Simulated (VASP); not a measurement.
OSZICAR of a VASP run on KF (rock salt):

OSZICAR:
```
       N       E                     dE             d eps       ncg     rms          rms(c)
DAV:   1     0.118929773916E+03    0.11893E+03   -0.84825E+03   840   0.129E+03
DAV:   2    -0.456732387755E+01   -0.12350E+03   -0.11261E+03  1088   0.328E+02
DAV:   3    -0.945871301828E+01   -0.48914E+01   -0.48674E+01  1072   0.636E+01
DAV:   4    -0.957946539848E+01   -0.12075E+00   -0.12065E+00  1300   0.868E+00
DAV:   5    -0.958030580474E+01   -0.84041E-03   -0.84040E-03  1068   0.830E-01    0.626E+00
DAV:   6    -0.832908562253E+01    0.12512E+01   -0.44308E+00   940   0.179E+01    0.358E+00
DAV:   7    -0.830113983580E+01    0.27946E-01   -0.12670E-01  1132   0.311E+00    0.215E+00
DAV:   8    -0.829694266874E+01    0.41972E-02   -0.57705E-02   912   0.280E+00    0.211E-01
DAV:   9    -0.829872778658E+01   -0.17851E-02   -0.66351E-03  1124   0.669E-01    0.121E-01
DAV:  10    -0.829929877133E+01   -0.57098E-03   -0.10308E-03   936   0.312E-01    0.618E-02
DAV:  11    -0.829942806571E+01   -0.12929E-03   -0.41149E-04   912   0.161E-01    0.230E-02
DAV:  12    -0.829941626417E+01    0.11802E-04   -0.79712E-05  1088   0.726E-02    0.694E-03
DAV:  13    -0.829941599323E+01    0.27094E-06   -0.53989E-06   932   0.228E-02    0.227E-03
DAV:  14    -0.829941604895E+01   -0.55724E-07   -0.40068E-07  1040   0.586E-03
   1 F= -.84338954E+01 E0= -.84338954E+01  d E =-.155558E-11
```

Which electronic solver shows in the log?

It is blocked Davidson (ALGO = Normal, or the opening steps of other solvers). The INCAR had ALGO = Normal.

Can the final energy be trusted as converged?

The calculation finished and met its thresholds. It stopped with EDIFF = 1E-7, NELM = 100 (PBE GGA with D4 dispersion, plane waves, VASP's PBE PAW potentials (set 64)).

The compound is KF in the rock salt structure. This cell is one point of a volume scan, at 1.03 of the reference volume.
